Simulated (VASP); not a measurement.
A run of VASP 6.6.1:

INCAR

```
PREC     = Accurate       # precision mode
ENCUT    = 520            # plane-wave cutoff, eV
EDIFF    = 1E-6           # SCF threshold, eV
ISMEAR   = 0              # smearing method
SIGMA    = 0.15           # smearing width, eV
LREAL    = False          # projectors in reciprocal space
LASPH    = True           # aspherical terms in the spheres
NELM     = 100            # most SCF steps
ALGO     = Fast           # electronic algorithm
ISIF     = 2              # what is computed and relaxed
LWAVE    = False          # write WAVECAR
LCHARG   = False          # write CHGCAR
GGA      = CA             # functional
NBANDS   = 13             # bands
```

Contents of KPOINTS:

```
regular mesh
0
Gamma
  18 18 18
```

POSCAR

```
Sn
1.0
   -1.8946518192      1.8946518192      2.0604338534
    1.8946518192     -1.8946518192      2.0604338534
    1.8946518192      1.8946518192     -2.0604338534
Sn
1
Direct
    0.0000000000      0.0000000000      0.0000000000
```

Potentials or basis: VASP PAW LDA potentials, release 64 (Sn_d).

Command:

```bash
$ cat potpaw_LDA.64/Sn_d/POTCAR > POTCAR
$ mpirun -np 1 vasp_std > vasp.out
```

Hardware: 1 thread of Intel(R) Xeon(R) 6975P-C (Granite Rapids) (shared host).

Q: Estimate the wall time of this run.

A: It took 84 s on 1 thread of Intel(R) Xeon(R) 6975P-C (Granite Rapids), with other jobs on the host, peak memory 0.27 GiB. Counts: scf iterations 12, k points 480.
